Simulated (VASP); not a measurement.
A convergence study with VASP on Au (space group Fm-3m): a few settings are varied, all else stays as given below, so the limit is that of these other settings.

```
CELL_PARAMETERS angstrom
      0.00000     2.03388     2.03388
      2.03388     0.00000     2.03388
      2.03388     2.03388     0.00000
ATOMIC_POSITIONS crystal
  Au 0.00000 0.00000 0.00000
```

Method: PBEsol GGA, VASP's PBE PAW potentials (set 64) (plane waves; VASP 6.6.1). The last row used: 300 eV cut-off, 14×14×14 Γ-centred mesh, Fermi-Dirac smearing of 0.10 eV, potentials Au.

| setting | E (eV/atom) | pressure (GPa) | irreducible k-points |
|---|---|---|---|
| EDIFF = 1E-01 | -3.9311 | 7.92 | 104 |
| EDIFF = 1E-02 | -3.9281 | 0.53 | 104 |
| EDIFF = 1E-03 | -3.9281 | 0.99 | 104 |
| EDIFF = 1E-04 | -3.9281 | 0.97 | 104 |
| EDIFF = 1E-05 | -3.9281 | 0.97 | 104 |
| EDIFF = 1E-06 | -3.9281 | 1.06 | 104 |
| EDIFF = 1E-07 | -3.9281 | 1.06 | 104 |
| EDIFF = 1E-08 | -3.9281 | 1.06 | 104 |
| EDIFF = 1E-10 | -3.9281 | 1.06 | 104 |
| EDIFF = 1E-12 | -3.9281 | 1.06 | 104 |

Left out are rungs that failed or repeat a setting and relaxations that didn't move; long series are thinned to 24 rows.

The structure is a typed Au crystal (space group no. 225). The cell was not relaxed at this level.
